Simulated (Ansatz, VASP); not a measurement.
# CsPbCl3: VASP beside Ansatz, part 2 of 2

Aim: how closely do two programs agree when they are given the same cell, functional and k mesh? The cell is taken from a series of VASP runs on this material, whose earlier steps may have relaxed, scaled or displaced it; both programs get it as it stands. Other levels of theory on this material are compared in a session of their own.

VASP 6.6.1 and Ansatz 0.2.0.

So far. Step 2 (VASP: band structure, LDA): The run ends at a pressure of -0.01 GPa.

## (5) VASP: band structure, LDA, spin-orbit coupling

Level of this step: LDA, spin-orbit coupling; plane waves and PAW (Pb_d, Cs_sv, Cl) (VASP).

Levels along a path test the potential and the projectors away from the mesh points.

INCAR reads:

```
SYSTEM = CsPbCl3
PREC = Accurate
ENCUT = 400
EDIFF = 1E-06
NELM = 100
ISMEAR = -1
SIGMA = 0.05
LREAL = .FALSE.
ALGO = Normal
GGA = CA
LNONCOLLINEAR = .TRUE.
MAGMOM = 0 0 0 0 0 0 0 0 0 0 0 0 0 0 0
NBANDS = 56
GGA_COMPAT = .FALSE.
LASPH = .TRUE.
LSORBIT = .TRUE.
LORBIT = 11
LWAVE = .FALSE.
LCHARG = .FALSE.
KPAR = 2
```

POSCAR reads:

```
CsPbCl3
1.0
    5.5292101966      0.0000000000      0.0000000000
    0.0000000000      5.5292101966      0.0000000000
    0.0000000000      0.0000000000      5.5292101966
Pb Cs Cl
1 1 3
Direct
    0.5000000000      0.5000000000      0.5000000000
    0.0000000000      0.0000000000      0.0000000000
    0.5000000000      0.0000000000      0.5000000000
    0.0000000000      0.5000000000      0.5000000000
    0.5000000000      0.5000000000      0.0000000000
```

KPOINTS reads:

```
Automatic mesh
0
Gamma
4 4 4
0 0 0
```

KPOINTS_OPT reads:

```
Line mode
16
Line-mode
Reciprocal
  0.00000000   0.00000000   0.00000000 GAMMA
  0.00000000   0.50000000   0.00000000 X

  0.00000000   0.50000000   0.00000000 X
  0.50000000   0.50000000   0.00000000 M

  0.50000000   0.50000000   0.00000000 M
  0.00000000   0.00000000   0.00000000 GAMMA

  0.00000000   0.00000000   0.00000000 GAMMA
  0.50000000   0.50000000   0.50000000 R

  0.50000000   0.50000000   0.50000000 R
  0.00000000   0.50000000   0.00000000 X

  0.50000000   0.50000000   0.00000000 M
  0.50000000   0.50000000   0.50000000 R
```

The projector-augmented-wave data sets are Pb_d, Cs_sv and Cl (LDA family, release 64).

Run with:

```bash
> mpirun -np 2 vasp_ncl
```

Numbers of over 12 decimals in the logs are rounded to 6 here.

The program printed:

```text
[... set-up lines as in an earlier step ...]
 entering main loop
       N       E                     dE             d eps       ncg     rms          rms(c)
DAV:   1     0.384820698640E+03    0.38482E+03   -0.16788E+04  1120   0.118E+03
DAV:   2     0.326781119298E+02   -0.35214E+03   -0.33675E+03  1344   0.313E+02
DAV:   3    -0.185225596450E+02   -0.51201E+02   -0.50834E+02  1456   0.140E+02
DAV:   4    -0.205562870801E+02   -0.20337E+01   -0.20278E+01  1504   0.361E+01
[...]
DAV:  11    -0.199049233463E+02   -0.86213E-05   -0.61688E-04  1672   0.217E-01    0.151E-02
DAV:  12    -0.199049189152E+02    0.44312E-05   -0.56753E-05  1464   0.551E-02    0.801E-03
DAV:  13    -0.199049184279E+02    0.48722E-06   -0.87232E-06  1576   0.369E-02
   1 F= -.19904918E+02 E0= -.19904828E+02  d E =-.180647E-03  mag=     0.0000     0.0000    -0.0000
 Start KPOINTS_OPT (optional k-point list driver)
k-point batch [1-10\96]
       N       E                     dE             ncg
DAV:   1     0.703424552425E+03   -0.96840E+02     1120
DAV:   2    -0.279090605965E+04   -0.34943E+04     1264
DAV:   3    -0.333316673558E+04   -0.54226E+03     1456
DAV:   4    -0.335737025757E+04   -0.24204E+02     1376
DAV:   5    -0.335835157309E+04   -0.98132E+00     1560
DAV:   6    -0.335839847619E+04   -0.46903E-01     1664
DAV:   7    -0.335839952333E+04   -0.10471E-02     1624
DAV:   8    -0.335839955511E+04   -0.31780E-04     1600
DAV:   9    -0.335839955535E+04   -0.23233E-06     1024
[...]
k-point batch [91-96\96]
       N       E                     dE             ncg
DAV:   1     0.433729788659E+04   -0.59224E+04      672
DAV:   2     0.232635987546E+04   -0.20109E+04      736
DAV:   3     0.198390089072E+04   -0.34246E+03      888
DAV:   4     0.196659982653E+04   -0.17301E+02      808
DAV:   5     0.196563294346E+04   -0.96688E+00      920
DAV:   6     0.196560005617E+04   -0.32887E-01      960
DAV:   7     0.196559925218E+04   -0.80398E-03      960
DAV:   8     0.196559923353E+04   -0.18658E-04      944
DAV:   9     0.196559923278E+04   -0.74333E-06      552
```

OUTCAR, selected parts (step 5):

```text
  Total       -0.1270263     -0.1270263     -0.1270263      0.0000000      0.0000000     -0.0000000
  in kB       -1.2039680     -1.2039680     -1.2039680      0.0000000      0.0000000     -0.0000000
  external PRESSURE =      -1.2039680 kB  Pullay stress =       0.0000000 kB

  FREE ENERGIE OF THE ION-ELECTRON SYSTEM (eV)
  ---------------------------------------------------
  free  energy   TOTEN  =       -19.9049184279 eV

  energy  without entropy=      -19.9047377809  energy(sigma->0) =      -19.90482810

 magnetization (x)
# of ion       s       p       d       tot
------------------------------------------
    1        0.000   0.000  -0.000   0.000
    2        0.000   0.000   0.000   0.000
    3        0.000   0.000   0.000   0.000
    4        0.000  -0.000   0.000  -0.000
    5       -0.000   0.000   0.000  -0.000
--------------------------------------------------
tot         -0.000   0.000  -0.000  -0.000

 magnetization (y)
# of ion       s       p       d       tot
------------------------------------------
    1        0.000  -0.000   0.000   0.000
    2        0.000   0.000   0.000   0.000
    3        0.000  -0.000   0.000  -0.000
    4        0.000   0.000   0.000   0.000
    5        0.000  -0.000   0.000   0.000
--------------------------------------------------
tot          0.000  -0.000   0.000   0.000

 magnetization (z)
# of ion       s       p       d       tot
------------------------------------------
    1       -0.000  -0.000  -0.000  -0.000
    2        0.000   0.000  -0.000  -0.000
    3       -0.000  -0.000   0.000  -0.000
    4        0.000  -0.000   0.000   0.000
    5        0.000   0.000   0.000   0.000
--------------------------------------------------
tot          0.000   0.000  -0.000  -0.000

[... 2 parts as in an earlier step ...]

[... 2 further parts left out ...]
[key lines of the parts left out:]
E-fermi :   2.3638
```

VASP adds spin-orbit coupling inside the spheres on scalar-relativistic partial waves, which describe the 6p1/2 states imperfectly, so such gaps can be off by a tenth of an eV or more.

## (6) Ansatz: band structure, LDA, spin-orbit coupling

The same cell, functional (in two slightly different forms), mesh and smearing now go to Ansatz, which takes its cutoff from its data sets.

The cell is taken from a series of VASP runs on this material, whose earlier steps may have relaxed, scaled or displaced it; both programs get it as it stands.

input.yaml reads:

```yaml
crystal:
  lattice:
    - [5.5292101966, 0.0, 0.0]
    - [0.0, 5.5292101966, 0.0]
    - [0.0, 0.0, 5.5292101966]
  atoms:
    - { symbol: Pb, position: [0.5, 0.5, 0.5] }
    - { symbol: Cs, position: [0.0, 0.0, 0.0] }
    - { symbol: Cl, position: [0.5, 0.0, 0.5] }
    - { symbol: Cl, position: [0.0, 0.5, 0.5] }
    - { symbol: Cl, position: [0.5, 0.5, 0.0] }
hamiltonian:
  xc: lda
  pseudopotentials: { kind: paw_fr }
magnetization:
  noncollinear: true
  spin_orbit: true
kpoints:
  mp_grid: { grid: [4, 4, 4] }
  band_path:
    path:
      - [0.0, 0.0, 0.0]
      - [0.0, 0.1, 0.0]
      - [0.0, 0.2, 0.0]
      - [0.0, 0.3, 0.0]
      - [0.0, 0.43333, 0.0]
      - [0.0, 0.5, 0.0]
      - [0.1, 0.5, 0.0]
      - [0.2, 0.5, 0.0]
      - [0.33333, 0.5, 0.0]
      - [0.43333, 0.5, 0.0]
      - [0.5, 0.5, 0.0]
      - [0.36667, 0.36667, 0.0]
      - [0.26667, 0.26667, 0.0]
      - [0.16667, 0.16667, 0.0]
      - [0.06667, 0.06667, 0.0]
      - [0.03333, 0.03333, 0.03333]
      - [0.13333, 0.13333, 0.13333]
      - [0.23333, 0.23333, 0.23333]
      - [0.33333, 0.33333, 0.33333]
      - [0.46667, 0.46667, 0.46667]
      - [0.5, 0.5, 0.5]
      - [0.46667, 0.5, 0.46667]
      - [0.36667, 0.5, 0.36667]
      - [0.23333, 0.5, 0.23333]
      - [0.13333, 0.5, 0.13333]
      - [0.03333, 0.5, 0.03333]
      - [0.5, 0.5, 0.03333]
      - [0.5, 0.5, 0.16667]
      - [0.5, 0.5, 0.26667]
      - [0.5, 0.5, 0.36667]
      - [0.5, 0.5, 0.5]
    npoints: 1
scf:
  occupations: { method: fermi_dirac, width: 0.05 }
  n_extra_bands: 16
output:
  forces: true
  stress: true
  eigenvalues: true
```

Run with:

```bash
> ansatz run input.yaml --threads 2 --pin off --max-ram 4608MiB --backend cpu --events-out ev --progress --plain --runs-dir out
```

The program printed:

```text
[...]
non-collinear run that drives no moment, with spin-orbit: no starting moment large enough to seed its density (crystal.atoms[].spin), no starting occupations that ask for one, no magnetisation constraint and no magnetic field, so the semilocal B_xc is pinned to zero
Crystal: 5 atoms, lattice volume = 169.040 Å³
Basis set: ecut = 420 eV, 3287 PW (Γ)
[...]
k-point 0: bands = [... 40 lower, 1.6613, 1.6613, 1.6613, 1.6613, 7.1722, 7.1722, 8.1344, 8.1344, ... 12 higher]
  k-point 1: bands = [... 40 lower, 1.5897, 1.5897, 1.7436, 1.7436, 7.7387, 7.7387, 8.2710, 8.2710, ... 12 higher]
  k-point 2: bands = [... 40 lower, 1.4996, 1.4996, 2.5979, 2.5979, 6.8234, 6.8234, 8.5510, 8.5510, ... 12 higher]
  k-point 9: bands = [... 40 lower, 1.9728, 1.9728, 4.4362, 4.4362, 4.7600, 4.7600, 6.3862, 6.3862, ... 12 higher]
[key lines of the parts left out:]
SCF converged after 8 iterations
Magnetization: |M| = 0.0000 μB,  M = (+0.0000, +0.0000, +0.0000) μB
Free energy (F): -20287.473119 eV
Fermi energy:    4.598100 eV
P = ⅓ Tr σ = -0.1482 GPa (-1.482 kbar)
```

Elapsed: 31 s, on 2 threads of Arm Neoverse V2, shared host; peak memory 0.78 GiB; 60 s of CPU time.

## (7) Comparison

What differs besides the data sets and the points named for the pairs above, as far as they apply: spin-orbit coupling enters by fully relativistic files in Ansatz and inside the spheres in VASP. Total energies have different zeros and are not compared.

Both answers:

```csv
quantity,Ansatz,VASP,difference
pressure (GPa),-0.15,-0.12,-0.03
gap over the path points (eV),0.324,0.456,-0.132
```

Levels at points of the path, from each program's valence-band top (eV; 8 filled, then empty):

```
k (reciprocal lattice)                                                                         Ansatz                                                                           VASP
     0.000 0.000 0.000  -2.94 -2.94 -2.93 -2.93 -2.77 -2.77 -2.77 -2.77 2.74 2.74 3.70 3.70 3.70 3.70  -2.96 -2.96 -2.95 -2.95 -2.80 -2.80 -2.80 -2.80 2.71 2.71 3.66 3.66 3.66 3.66
     0.000 0.100 0.000  -2.95 -2.95 -2.94 -2.94 -2.79 -2.79 -2.78 -2.78 2.84 2.84 3.77 3.77 3.78 3.78  -2.97 -2.97 -2.96 -2.96 -2.81 -2.81 -2.81 -2.81 2.82 2.82 3.74 3.74 3.75 3.75
     0.000 0.200 0.000  -2.97 -2.97 -2.96 -2.96 -2.82 -2.82 -2.76 -2.76 3.13 3.13 3.97 3.97 4.00 4.00  -2.99 -2.99 -2.98 -2.98 -2.85 -2.85 -2.78 -2.78 3.11 3.11 3.95 3.95 3.97 3.97
     0.000 0.300 0.000  -3.00 -3.00 -2.97 -2.97 -2.87 -2.87 -2.54 -2.54 3.31 3.31 3.69 3.69 4.31 4.31  -3.02 -3.02 -2.99 -2.99 -2.90 -2.90 -2.56 -2.56 3.36 3.36 3.74 3.74 4.27 4.27
     0.000 0.433 0.000  -3.02 -3.02 -3.00 -3.00 -2.93 -2.93 -1.96 -1.96 2.54 2.54 4.05 4.05 4.66 4.66  -3.04 -3.04 -3.02 -3.02 -2.95 -2.95 -1.97 -1.97 2.62 2.62 4.04 4.04 4.62 4.62
     0.000 0.500 0.000  -3.02 -3.02 -3.00 -3.00 -2.94 -2.94 -1.84 -1.84 2.39 2.39 4.12 4.12 4.71 4.71  -3.04 -3.04 -3.02 -3.02 -2.96 -2.96 -1.85 -1.85 2.47 2.47 4.10 4.10 4.68 4.68
     0.100 0.500 0.000  -3.01 -3.01 -2.95 -2.95 -2.92 -2.92 -1.81 -1.81 2.32 2.32 4.19 4.19 4.77 4.77  -3.03 -3.03 -2.98 -2.98 -2.94 -2.94 -1.82 -1.82 2.41 2.41 4.17 4.17 4.73 4.74
     0.200 0.500 0.000  -3.05 -3.05 -2.95 -2.95 -2.77 -2.77 -1.69 -1.69 2.15 2.15 4.15 4.15 4.56 4.56  -3.07 -3.07 -2.98 -2.98 -2.80 -2.80 -1.71 -1.71 2.24 2.24 4.17 4.17 4.54 4.54
     0.333 0.500 0.000  -3.13 -3.13 -2.97 -2.97 -2.59 -2.59 -1.35 -1.35 1.78 1.78 3.28 3.28 4.78 4.78  -3.15 -3.15 -2.99 -2.99 -2.62 -2.62 -1.36 -1.36 1.88 1.88 3.27 3.27 4.79 4.79
     0.433 0.500 0.000  -3.17 -3.17 -3.00 -3.00 -2.52 -2.52 -1.00 -1.00 1.44 1.44 2.79 2.79 4.71 4.71  -3.19 -3.19 -3.02 -3.02 -2.54 -2.54 -1.01 -1.01 1.55 1.55 2.77 2.77 4.72 4.72
```

Among the levels compared at these points, filled levels agree within 26 meV and empty ones within 132 meV. Ansatz's pressure holds a Pulay correction of 0.01 GPa; VASP's holds none.

## (8) Outcome

```yaml
difference_in_gap_over_the_path_points_band_structure_lda: 0.029 eV
difference_in_gap_over_the_path_points_band_structure_lda_spin_orbit_coupling: -0.13 eV
```

In words: The difference in gap over the path points is -0.13 eV (band structure, LDA, spin-orbit coupling), beyond the 0.08 eV picked in this series as the mark of a large difference. 6 further runs of this series are not shown here. How closely two codes agree says nothing of how well the functional describes the real material.

[Lines on the potential files, build, host, timing and source positions are cut from VASP's logs without a mark.]

[Logs are printed without paths, hosts, clocks, repeated set-up lines and the standing remarks that a program may print on its own settings, such as how far it seeks lower states.]

[Hosts, paths, dates, database ids (printed as entryN), source tags and the programs' standing remarks are cut or masked in the printed files.]
